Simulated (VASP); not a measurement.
# Ga2Ge2O3 (I2_13) in VASP: settings compared

Aim: see how the results for Ga2Ge2O3 move with the level of theory and the settings. Levels: PBE, r2SCAN. Tasks: relaxation of cell and atoms, single point.

All numbers are computed with VASP 6.6.1; they aren't measurements. Logs are shortened: lines on timing, memory, paths and dates and some standing lists are left out, and cuts for length are marked.

## 1. The crystal as given

It takes space group I2_13 (No. 199, cubic). The conventional cell has a = 8.082 Å, b = 8.082 Å, c = 8.082 Å, α = 90.00°, β = 90.00°, γ = 90.00°. Ga (site symmetry 3) is surrounded by 3 O at 2.38 Å. Around Ge (site symmetry 3) lie 3 O at 1.94 Å. O (site symmetry 2) is surrounded by 2 Ge at 1.94 Å.

The cell was built by a generator and needn't be a form met in nature.

## 2. Relaxation of cell and atoms, PBE

Input file INCAR:

```
SYSTEM = Ga2Ge2O3
PREC = Accurate ; ENCUT = 520
EDIFF = 1E-6 ; ISMEAR = 0
SIGMA = 0.03 ; LREAL = .False.
LASPH = .True. ; NELM = 120
ALGO = Normal ; ISIF = 3
LWAVE = .False. ; LCHARG = .False.
GGA = PE ; IBRION = 2
NSW = 90 ; EDIFFG = -0.01
KPAR = 4
```

Input file KPOINTS:

```
Automatic mesh
0
Gamma
  4 4 4
  0 0 0
```

Input file POSCAR:

```
Ga2Ge2O3
1.0
   -4.0410000000      4.0410000000      4.0410000000
    4.0410000000     -4.0410000000      4.0410000000
    4.0410000000      4.0410000000     -4.0410000000
Ga Ge O
4 4 6
Direct
    0.9304627600      0.9304627600      0.9304627600
    0.0000000000      0.5695372400      0.5000000000
    0.5000000000      0.0000000000      0.5695372400
    0.5695372400      0.5000000000      0.0000000000
    0.5000000000      0.0000000000      0.1450548500
    0.1450548500      0.5000000000      0.0000000000
    0.0000000000      0.1450548500      0.5000000000
    0.3549451500      0.3549451500      0.3549451500
    0.2839025000      0.0339025000      0.2500000000
    0.2160975000      0.4660975000      0.7500000000
    0.7500000000      0.2160975000      0.4660975000
    0.2500000000      0.2839025000      0.0339025000
    0.4660975000      0.7500000000      0.2160975000
    0.0339025000      0.2500000000      0.2839025000
```

Potentials or basis: VASP PAW PBE potentials, release 64 (Ga_d, Ge_d, O).

The run is started by

```console
> cat potpaw_PBE.64/Ga_d/POTCAR potpaw_PBE.64/Ge_d/POTCAR potpaw_PBE.64/O/POTCAR > POTCAR
> mpirun -np 4 vasp_std > vasp.out
```

OUTCAR:

```text
SYSTEM = Ga2Ge2O3
   PREC = Accurate
   ENCUT = 520
   EDIFF = 1E-6
   ISMEAR = 0
   LREAL = .False.
   LASPH = .True.
   NELM = 120
   ISIF = 3
   GGA = PE
   IBRION = 2
   NSW = 90
   EDIFFG = -0.01

 ion  position               nearest neighbor table
   1  0.930  0.930  0.930-   9 2.38  12 2.38  14 2.38
   2  0.000  0.570  0.500-  10 2.38  11 2.38  14 2.38
   3  0.500  0.000  0.570-   9 2.38  11 2.38  13 2.38
   4  0.570  0.500  0.000-  10 2.38  12 2.38  13 2.38
   5  0.500  0.000  0.145-  13 1.94  11 1.94   9 1.94
   6  0.145  0.500  0.000-  10 1.94  12 1.94  13 1.94
   7  0.000  0.145  0.500-  14 1.94  11 1.94  10 1.94
   8  0.355  0.355  0.355-  14 1.94  12 1.94   9 1.94
   9  0.284  0.034  0.250-   5 1.94   8 1.94   1 2.38   3 2.38
  10  0.216  0.466  0.750-   6 1.94   7 1.94   2 2.38   4 2.38
  11  0.750  0.216  0.466-   5 1.94   7 1.94   2 2.38   3 2.38
  12  0.250  0.284  0.034-   6 1.94   8 1.94   1 2.38   4 2.38
  13  0.466  0.750  0.216-   5 1.94   6 1.94   3 2.38   4 2.38
  14  0.034  0.250  0.284-   7 1.94   8 1.94   1 2.38   2 2.38

  LATTYP: Found a body centered cubic cell.
 ALAT       =     8.0820000000

  Lattice vectors:

 A1 = (  -4.0410000000,   4.0410000000,   4.0410000000)
 A2 = (   4.0410000000,  -4.0410000000,   4.0410000000)
 A3 = (   4.0410000000,   4.0410000000,  -4.0410000000)

Analysis of symmetry for initial positions (statically):
=====================================================================
 Subroutine PRICEL returns:
 Original cell was already a primitive cell.

 Routine SETGRP: Setting up the symmetry group for a
 body centered cubic supercell.

 Subroutine GETGRP returns: Found 12 space group operations
 (whereof  3 operations were pure point group operations)
 out of a pool of 48 trial point group operations.

The static configuration has the point symmetry C_3 .
 The point group associated with its full space group is T   .

Analysis of symmetry for dynamics (positions and initial velocities):
=====================================================================
 Subroutine PRICEL returns:
 Original cell was already a primitive cell.

 Routine SETGRP: Setting up the symmetry group for a
 body centered cubic supercell.

 Subroutine GETGRP returns: Found 12 space group operations
 (whereof  3 operations were pure point group operations)
 out of a pool of 48 trial point group operations.

The dynamic configuration has the point symmetry C_3 .
 The point group associated with its full space group is T   .
[... 129 lines left out ...]
  Thomas-Fermi vector in A             =   2.466213
   LORBIT       =      0    0 simple, 1 ext, 2 COOP (PROOUT), +10 PAW based schemes
   GGA     = PE    functional components
   LHFCALC =     F    Hartree Fock is set to
   AEXX    =    0.0000 exact exchange contribution
   IVDW    =     0    specifies the selected vdW correction
   LEPSILON=     F    determine dielectric tensor
   LRPA    =     F    only Hartree local field effects (RPA)
 conjugate gradient relaxation of ions
 non-spin polarized calculation
 Gauss-broadening in eV      SIGMA  =   0.03
  energy-cutoff  :      520.00
  volume of cell :      263.95
 maximum number of plane-waves:      7164
 NGX is ok and might be reduce to    54
   NGX = 25   NGY = 25   NGZ = 25

--------------------------------------- Ionic step        1  -------------------------------------------

 number of electron     143.9999993 magnetization

 Free energy of the ion-electron system (eV)
  ---------------------------------------------------
  ext. energy  EPLUGINS =         0.00000000
  ---------------------------------------------------
  free energy    TOTEN  =       -71.58026205 eV

  energy without entropy =      -71.58026205  energy(sigma->0) =      -71.58026205

------------------------ aborting loop because EDIFF is reached ----------------------------------------

  FORCE on cell =-STRESS in cart. coord.  units (eV):
  Direction    XX          YY          ZZ          XY          YZ          ZX
  --------------------------------------------------------------------------------------
  -------------------------------------------------------------------------------------
  Total        2.4880289      2.4880289      2.4880289     -0.0000000     -0.0000000      0.0000000
  in kB       15.1021735     15.1021735     15.1021735     -0.0000000     -0.0000000      0.0000000
  external PRESSURE =      15.1021735 kB  Pullay stress =       0.0000000 kB
[... 125 lines left out ...]
  FREE ENERGIE OF THE ION-ELECTRON SYSTEM (eV)
  ---------------------------------------------------
  free  energy   TOTEN  =       -71.6338608324 eV

  energy  without entropy=      -71.6338608324  energy(sigma->0) =      -71.63386083

[... ionic steps 4 to 26 ...]

--------------------------------------- Ionic step       27  -------------------------------------------

 number of electron     143.9999914 magnetization

------------------------ aborting loop because EDIFF is reached ----------------------------------------
[... 91 lines left out ...]
--------------------------------------- Ionic step       29  -------------------------------------------

 number of electron     143.9999914 magnetization

 Free energy of the ion-electron system (eV)
  ---------------------------------------------------
  ext. energy  EPLUGINS =         0.00000000
  ---------------------------------------------------
  free energy    TOTEN  =       -72.23543851 eV

  energy without entropy =      -72.23543851  energy(sigma->0) =      -72.23543851

 E-fermi :   1.6804     XC(G=0):  -8.3717

 val. band max:        1.5469725071   @ k =   0.5000   0.5000   0.5000
 cond. band min:       3.2295493860   @ k =   0.0000   0.0000   0.0000
 fundamental gap:      1.6825768789
 Fermi energy:         1.6804239618

 k-point     1 :       0.0000    0.0000    0.0000
  band No.  band energies     occupation
      1     -22.7911      2.00000
      2     -22.7911      2.00000
      3     -22.7604      2.00000
      4     -22.7604      2.00000
      5     -22.7604      2.00000
      6     -22.7040      2.00000
[... 685 lines left out ...]
     83       5.7532      0.00000
     84       5.7532      0.00000
 [bands above 84 left out]

------------------------ aborting loop because EDIFF is reached ----------------------------------------

  FORCE on cell =-STRESS in cart. coord.  units (eV):
  Direction    XX          YY          ZZ          XY          YZ          ZX
  --------------------------------------------------------------------------------------
  -------------------------------------------------------------------------------------
  Total        0.0055512      0.0055512      0.0055512      0.0000000      0.0000000      0.0000000
  in kB        0.0283795      0.0283795      0.0283795      0.0000000      0.0000000      0.0000000
  external PRESSURE =       0.0283795 kB  Pullay stress =       0.0000000 kB
[... 29 lines left out ...]
  FREE ENERGIE OF THE ION-ELECTRON SYSTEM (eV)
  ---------------------------------------------------
  free  energy   TOTEN  =       -72.2354385142 eV

  energy  without entropy=      -72.2354385142  energy(sigma->0) =      -72.23543851

 reached required accuracy - stopping structural energy minimisation
```

It took 13 min on 4 MPI ranks of Intel Xeon 6975P-C (Granite Rapids), shared host; peak memory 0.52 GiB.

What came out:

```yaml
Free_energy: -72.2354 eV
Relaxed_volume: 22.39 Å³/atom
Relaxed_cell: a = 7.411 Å, b = 7.411 Å, c = 7.411 Å, α = 109.47°, β = 109.47°, γ = 109.47°
Space_group_after_relaxing_to_0.05_Å: I2_13 (No. 199)
Energy_gained_by_relaxing: 46.8 meV/atom
Ionic_steps: 29
Pressure_after_relaxing: 0.0 GPa
Largest_force_after_relaxing: 0.009 eV/Å
Band_gap_on_the_k_mesh: 1.68 eV, indirect (least direct gap 2.14 eV)
```

Forces in eV/Å, atoms in the order of the input:
```
Ga   0.005  0.005  0.005
Ga  -0.005  0.005 -0.005
Ga  -0.005 -0.005  0.005
Ga   0.005 -0.005 -0.005
Ge   0.000  0.000  0.000
Ge   0.000  0.000  0.000
Ge   0.000  0.000  0.000
Ge   0.000  0.000  0.000
O    0.000  0.000  0.002
O    0.000  0.000 -0.002
O   -0.002  0.000  0.000
O    0.002  0.000  0.000
O    0.000 -0.002  0.000
O    0.000  0.002  0.000
```

Step by step:
| step | energy change (eV) | largest force (eV/Å) | pressure (GPa) | volume (Å³) |
| --- | --- | --- | --- | --- |
| 1 | 0.0000 | 0.5329 | 1.51 | 263.95 |
| 2 | -0.0494 | 0.5372 | -0.90 | 270.80 |
| 3 | -0.0536 | 0.4900 | -0.42 | 269.26 |
| 4 | -0.1129 | 0.3932 | -0.23 | 270.61 |
| 5 | -0.2340 | 0.3226 | 0.20 | 274.70 |
| 6 | -0.1530 | 0.8609 | 1.54 | 283.00 |
| 7 | -0.2595 | 0.3792 | 0.56 | 277.21 |
| 8 | -0.3332 | 0.3645 | 0.24 | 282.52 |
| 9 | -0.4856 | 0.3231 | -0.75 | 298.77 |
| 10 | -0.4750 | 0.5259 | -2.70 | 333.11 |
| 11 | -0.5406 | 0.3179 | -1.46 | 312.39 |
| 12 | -0.5833 | 0.1428 | -0.74 | 313.00 |
| 13 | -0.5955 | 0.3081 | -0.07 | 313.56 |
| 14 | -0.6046 | 0.2810 | -0.09 | 313.51 |
| 15 | -0.6268 | 0.2032 | -0.09 | 313.39 |
| 16 | -0.6498 | 0.0749 | -0.15 | 313.13 |
| 17 | -0.6513 | 0.1033 | -0.17 | 313.05 |
| 18 | -0.6528 | 0.1051 | 0.25 | 311.33 |
| 19 | -0.6532 | 0.0653 | 0.14 | 311.87 |
| 20 | -0.6549 | 0.0126 | 0.04 | 311.98 |
| 21 | -0.6549 | 0.0107 | 0.06 | 311.98 |
| 22 | -0.6550 | 0.0192 | 0.01 | 312.51 |
| 23 | -0.6551 | 0.0288 | -0.06 | 313.17 |
| 24 | -0.6551 | 0.0186 | -0.07 | 313.30 |
| 25 | -0.6551 | 0.0149 | -0.06 | 313.38 |
| 26 | -0.6552 | 0.0106 | -0.05 | 313.55 |
| 27 | -0.6552 | 0.0133 | -0.04 | 313.45 |
| 28 | -0.6552 | 0.0115 | -0.04 | 313.50 |
| 29 | -0.6552 | 0.0091 | 0.00 | 313.40 |

Final structure:
```xyz
14
Lattice="-4.2790 4.2790 4.2790 4.2790 -4.2790 4.2790 4.2790 4.2790 -4.2790" Properties=species:S:1:pos:R:3 pbc="T T T"
Ga    4.2620    4.2620    4.2620
Ga    4.2960   -0.0170    0.0170
Ga    0.0170    4.2960   -0.0170
Ga   -0.0170    0.0170    4.2960
Ge   -1.6652    2.6138    1.6652
Ge    1.6652   -1.6652    2.6138
Ge    2.6138    1.6652   -1.6652
Ge    1.6652    1.6652    1.6652
O     0.0000    2.1395    0.7615
O     4.2790    2.1395   -0.7615
O    -0.7615    4.2790    2.1395
O     0.7615    0.0000    2.1395
O     2.1395   -0.7615    4.2790
O     2.1395    0.7615    0.0000
```

Caveat: the volume moved by over 15 % at a fixed basis, so the end points are rough.

(Continued in part 2 of 2.)
